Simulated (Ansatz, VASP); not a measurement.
# Cross-check of SrCd between VASP and Ansatz, part 2 of 2

One calculation is typed for both programs; each brings its own data sets. How far apart do they land? The cell is taken from a series of runs on this material, whose earlier steps may have relaxed, scaled, displaced or heated it; both programs get it as it stands.

VASP 6.6.1 and Ansatz 0.2.0.

So far: Set-up; VASP: zone-centre phonons, PBEsol.

### 3. Ansatz: zone-centre phonons, PBEsol

Level of this step: Ansatz beside VASP: Kohn-Sham DFT, plane waves, PBEsol (Ansatz).

Ansatz runs on its default PAW (the set named soft_2) files.

The same cell, functional, mesh and smearing now go to Ansatz, which takes its cutoff from its data sets.

input.yaml reads:

```yaml
crystal:
  lattice:
    - [3.9718423159, 0.0, 0.0]
    - [0.0, 3.9718423159, 0.0]
    - [0.0, 0.0, 3.9718423159]
  atoms:
    - { symbol: Sr, position: [0.5, 0.5, 0.5] }
    - { symbol: Cd, position: [0.0, 0.0, 0.0] }
kpoints:
  mp_grid: { grid: [12, 12, 12] }
hamiltonian:
  xc: pbesol
scf:
  occupations: { method: fermi_dirac, width: 0.1 }
output:
  eigenvalues: true
phonons:
  method: dfpt
  qpoints:
    - [0, 0, 0]
    - [0.0, 0.083333333, 0.0]
    - [0.0, 0.166666667, 0.0]
    - [0.0, 0.25, 0.0]
    - [0.0, 0.333333333, 0.0]
    - [0.0, 0.416666667, 0.0]
    - [0.0, 0.5, 0.0]
```

The run is started by

```console
ansatz run input.yaml --threads 4 --pin off --max-ram 8192MiB --backend cpu --events-out ev --progress --plain --runs-dir out
```

Numbers of over 12 decimals in the logs are rounded to 6 here.

Output:

```text
The run solves and reports these wavevectors of phonons.qpoints, in the list's order, at another value: [0.0, 0.083333333, 0.0] as [0.0, 0.083333, 0.0], [0.0, 0.166666667, 0.0] as [0.0, 0.166667, 0.0], [0.0, 0.333333333, 0.0] as [0.0, 0.333333, 0.0], [0.0, 0.416666667, 0.0] as [0.0, 0.416667, 0.0].
Engine: ansatz 0.2.0, aarch64-unknown-linux-gnu
Pseudopotentials: kind: paw
Pseudopotential: Sr, paw, valence charge 10, recommended cutoff 420 eV (normal), Sr.paw.azcp
Pseudopotential: Cd, paw, valence charge 20, recommended cutoff 420 eV (normal), Cd.paw.azcp
Functional definition: PBEsol
  exchange = pbesol_x
  correlation = pbesol_c
Crystal: 2 atoms, lattice volume = 62.658 Å³
Basis set: ecut = 420 eV, 1237 PW (Γ), exchange–correlation on 54×54×54 points (8 copies of the dense FFT grid, shifted against one another)
Bands: 19, of which v1, the nominal top of the filled ones, is band 15 counted from 1 (14 counted from 0)
Symmetry: 48 space group operations
k-points: 84 of 1728
Non-local potential: Sr, projectors of the file, l = 0: 3, l = 1: 2, l = 2: 2
Non-local potential: Cd, projectors of the file, l = 0: 3, l = 1: 2, l = 2: 2, l = 3: 1
PAW form: soft (Blöchl's): semilocal exchange-correlation on the pseudo side does not see the compensation charge
PAW frozen core: Sr, regenerated for the run's functional, and the local potential with it (the file was generated under x = pbe(κ = 0.804, μ = 0.219515), c = pbe(β = 0.066725))
PAW frozen core: Cd, regenerated for the run's functional, and the local potential with it (the file was generated under x = pbe(κ = 0.804, μ = 0.219515), c = pbe(β = 0.066725))
PAW one-centre angular grid: Sr, 110 points (default); XC on 64 Gauss nodes
PAW one-centre angular grid: Cd, 590 points (default); XC on 64 Gauss nodes
Initial density: superposition of atomic densities (neutral atoms: chi_scale 0, normalization atom), corrected by the library's trained network
Initial wavefunctions: pseudopotential atomic-orbital guess
Functional: x = pbesol(κ = 0.804, μ = 0.123457), c = pbesol(β = 0.046)
SCF iter   1: F=—  HF=-11676.926795 eV  |F-HF|=—  |Δ(HF+E_count)|=         —  Δρ=3.09e-3  dr2=5.19e-3  ethr=1.77e-3  ⟨swp⟩=6.0  Hψ=8315  notcnv=0
preconditioner: auto → Kerker (q_TF=auto, 2.413 Å⁻¹)  [metal: Δε(μ)=0.013 eV  Ē_g=12.470 eV  σ=0.100 eV  W_gap=0.03  n_scr=18 (ndim 8)  ℏωp=21.0 eV  f_vac=0.000  D(μ)=1.51/eV (n_scr^D=6)]
SCF iter   2: F=—  HF=-11676.927203 eV  |F-HF|=—  |Δ(HF+E_count)|=   4.08e-4  Δρ=9.89e-4  dr2=6.24e-4  ethr=1.73e-5  ⟨swp⟩=2.9  Hψ=3829  notcnv=0
SCF iter   3: F=—  HF=-11676.927027 eV  |F-HF|=—  |Δ(HF+E_count)|=   1.76e-4  Δρ=3.71e-4  dr2=7.08e-5  ethr=2.08e-6  ⟨swp⟩=2.0  Hψ=2087  notcnv=0
SCF iter   4: F=—  HF=-11676.927003 eV  |F-HF|=—  |Δ(HF+E_count)|=   2.41e-5  Δρ=6.25e-5  dr2=2.90e-6  ethr=2.36e-7  ⟨swp⟩=2.0  Hψ=2740  notcnv=0
SCF iter   5: F=—  HF=-11676.926990 eV  |F-HF|=—  |Δ(HF+E_count)|=   1.21e-5  Δρ=2.62e-5  dr2=3.62e-7  ethr=9.65e-9  ⟨swp⟩=2.6  Hψ=2886  notcnv=0
SCF iter   6: F=—  HF=-11676.926990 eV  |F-HF|=—  |Δ(HF+E_count)|=   3.57e-8  Δρ=4.31e-6  dr2=1.09e-8  ethr=1.21e-9  ⟨swp⟩=2.2  Hψ=2560  notcnv=0
SCF iter   7: F=—  HF=-11676.926990 eV  |F-HF|=—  |Δ(HF+E_count)|=   2.04e-9  Δρ=8.04e-7  dr2=7.01e-10  ethr=3.64e-11  ⟨swp⟩=2.5  Hψ=2599  notcnv=0
SCF iter   8: F=—  HF=-11676.926990 eV  |F-HF|=—  |Δ(HF+E_count)|=  7.28e-11  Δρ=3.22e-7  dr2=1.04e-10  ethr=2.34e-12  ⟨swp⟩=2.1  Hψ=1858  notcnv=0
SCF iter   9: F=-11676.926990 eV  HF=-11676.926990 eV  |F-HF|=5.46e-12  |Δ(HF+E_count)|=  3.64e-11  Δρ=9.00e-8  dr2=8.51e-12  ethr=1.00e-12  ⟨swp⟩=5.7  Hψ=7976  notcnv=0
SCF 1 converged in 9 iterations: F = -11676.926990 eV  dr2 = 8.51e-12
  greatest PAW one-centre occupation: 1.000 electrons in one spin orbital (limit 2), on the Cd atom at site 1 (counted from 0), in its partial waves of l = 0
NSCF: frozen V_eff on 84 k-points
NSCF: frozen V_eff on 196 k-points
DFPT response loops at q = (0, 0, 0) (fractional): preconditioner auto → Kerker (q_TF=auto, 2.413 Å⁻¹) (partly filled bands, converged f_vac=0.000); β = 1.00, the filter's whole step (`scf.mixing.beta` (0.50) is not read by the response loops under this deck's `scf.mixing.preconditioner`; to damp them name `kerker` or `kerker_dos`, under which they read `scf.mixing.beta`, and type it under 1.00, their step now; both keys bind the ground state too); Broyden in place of MSR1
NSCF: frozen V_eff on 1176 k-points
DFPT response loops at q = (0, 0.083333, 0) (fractional): mixed as the last ones told, above
NSCF: frozen V_eff on 1176 k-points
DFPT response loops at q = (0, 0.166667, 0) (fractional): mixed as the last ones told, above
NSCF: frozen V_eff on 1176 k-points
DFPT response loops at q = (0, 0.25, 0) (fractional): mixed as the last ones told, above
NSCF: frozen V_eff on 1176 k-points
DFPT response loops at q = (0, 0.333333, 0) (fractional): mixed as the last ones told, above
NSCF: frozen V_eff on 1176 k-points
DFPT response loops at q = (0, 0.416667, 0) (fractional): mixed as the last ones told, above
NSCF: frozen V_eff on 686 k-points
DFPT response loops at q = (0, 0.5, 0) (fractional): mixed as the last ones told, above
SCF converged after 9 iterations
Free energy (F): -11676.926990 eV
Harris-Foulkes:  -11676.926990 eV  (|F-HF|=5.46e-12)
Internal energy: -11676.878319 eV  (E = F + TS)
E sigma→0 (E₀):  -11676.902655 eV
Entropy (-TS):   -0.048671 eV (-24.336 meV/atom)
Fermi energy:    9.359770 eV
--- Per-component energies (eV) ---
  E_band       = -577.454611
  E_kinetic    = 749.573727
  E_local      = -4412.620938  (includes V_loc(G=0)·N_el)
  E_nonlocal   = 237.943954
  E_hartree    = 1904.281320
  E_xc         = -346.918231
  E_vxc        = -382.292799  (∫ρ·V_xc dr)
  E_paw        = -6656.534062  (= ΣΔE_a)
  E_vpaw       = -578.621058  (= ΣTr[D̂ρ^β])
  E_aug_tail   = 0.000011  (compensation charges beyond the density's cutoff)
  E_ewald      = -3153.080408
  E_core_change = 0.476307  (= ΣΔE_core)
  E_smearing   = -0.048671  (= −TS)
  E_closure    = 0.000000  (closes the sum)
  Σ components = -11676.926990   (vs F -11676.926990, Δ=0.00e0)
--- Band table (eV; the first three rows and the last of 84) ---
  k-point 0: bands = [... 11 lower, 0.8824, 0.8824, 3.4550, 10.6960, 10.6960, 13.4204, 13.4204, 13.4204]
  k-point 1: bands = [... 11 lower, 0.8802, 0.8832, 3.5390, 10.5756, 10.7178, 13.1580, 13.1580, 13.2164]
  k-point 2: bands = [... 11 lower, 0.8742, 0.8856, 3.7868, 10.0986, 10.7798, 12.6906, 12.6906, 13.0932]
  k-point 83: bands = [... 11 lower, 1.0231, 1.0231, 8.5236, 8.5236, 8.5236, 8.6322, 14.0680, 14.0680]
--- Phonons (Γ-DFPT): 2 representative perturbations + reference (Σ response iterations 6) ---
  ASR residual: 7.015e-5 → 0.000e0 eV/Å²; symmetrization residual: 2.992e-7 eV/Å²
  ASR residual per site (eV/Å²): 7.01e-5 2.01e-5
  Γ frequencies (cm⁻¹): 0.00 0.00 0.00 106.64 106.64 106.64
  non-analytic LO–TO correction: not included (Born effective charges unavailable; polar crystals: no LO–TO splitting at Γ)
--- Phonons (arbitrary-q DFPT): 7 explicit q-points ---
  q = [0, 0, 0] (of the zone-centre solve; hermiticity 2.91e-7, symmetrization 1.62e-11): -0.00 0.00 0.00 106.64 106.64 106.64
  q = [0, 0.083333, 0] (4 solved perturbations in 1848 linear systems a pass and spin channel, the states on 588 of 1728 k-point pairs; hermiticity 6.65e-6, symmetrization 2.21e-10): 14.69 14.69 19.40 105.86 105.86 106.50
  q = [0, 0.166667, 0] (4 solved perturbations in 1848 linear systems a pass and spin channel, the states on 588 of 1728 k-point pairs; hermiticity 2.41e-5, symmetrization 7.76e-10): 29.31 29.31 37.08 103.53 103.53 106.64
  q = [0, 0.25, 0] (4 solved perturbations in 1848 linear systems a pass and spin channel, the states on 588 of 1728 k-point pairs; hermiticity 2.01e-5, symmetrization 3.17e-13): 43.13 43.13 50.87 99.68 99.68 107.19
  q = [0, 0.333333, 0] (4 solved perturbations in 1848 linear systems a pass and spin channel, the states on 588 of 1728 k-point pairs; hermiticity 1.51e-5, symmetrization 1.59e-10): 55.87 55.87 58.91 94.40 94.40 108.76
  q = [0, 0.416667, 0] (4 solved perturbations in 1848 linear systems a pass and spin channel, the states on 588 of 1728 k-point pairs; hermiticity 6.28e-6, symmetrization 1.68e-11): 61.64 67.05 67.05 87.85 87.85 110.95
  q = [0, 0.5, 0] (4 solved perturbations in 1078 linear systems a pass and spin channel, the states on 343 of 1728 k-point pairs; hermiticity 2.19e-12, symmetrization 2.52e-12): 61.17 73.88 73.88 82.58 82.58 111.27
  sum rule: each row above includes the acoustic sum rule's correction from the zone centre's row sums; it moved no ω² by more than (0.47 cm⁻¹)²
```

In the SCF lines HF is the Harris–Foulkes energy and dr2 the Hartree energy of the density residual, in eV; the loop may stop once dr2 is under the threshold and the program's other checks hold. Hψ counts applications of the Hamiltonian.

### 4. Side by side

Known differences besides the potentials themselves: the data sets hold 30 valence electrons in Ansatz (on its default PAW (the set named soft_2) files) and 22 in VASP; the cutoff is 420 eV in Ansatz and 500 eV in VASP; Ansatz makes its cores anew for this functional, VASP keeps those of its PBE data sets. Total energies have different zeros and are not compared.

Compared:

| quantity | Ansatz | VASP | difference |
| --- | --- | --- | --- |
| optical mode 1 to 3 (cm⁻¹) | 106.6 | 107.4 | -0.71 % |

Modes are paired by rising frequency, not by their patterns, so a pair may set unlike modes beside each other; they are those without the splitting of longitudinal modes.

### 5. Results

* r.m.s. difference of the optical zone-centre modes, each program's sorted by frequency (zone-centre phonons, PBEsol): 0.76 cm⁻¹
* difference in optical mode 1 to 3 (zone-centre phonons, PBEsol): -0.7 %

The r.m.s. difference of the optical zone-centre modes, each program's sorted by frequency is 0.76 cm⁻¹ (zone-centre phonons, PBEsol). The data sets hold unlike numbers of valence electrons (30 in Ansatz and 22 in VASP), so part of the differences comes from the potentials. Among the rows given in per cent, the largest difference of the zone-centre phonons, PBEsol pair is in optical mode 1 to 3, -0.7 %. 1 further run of this series is not shown here. How closely two codes agree says nothing of how well the functional describes the real material.

[Lines on the potential files, build, host, timing and source positions are cut from VASP's logs without a mark.]

[Logs are printed without paths, hosts, clocks, repeated set-up lines and the standing remarks that a program may print on its own settings, such as how far it seeks lower states.]

[Hosts, paths, dates, database ids (printed as entryN), source tags and the programs' standing remarks are cut or masked in the printed files.]
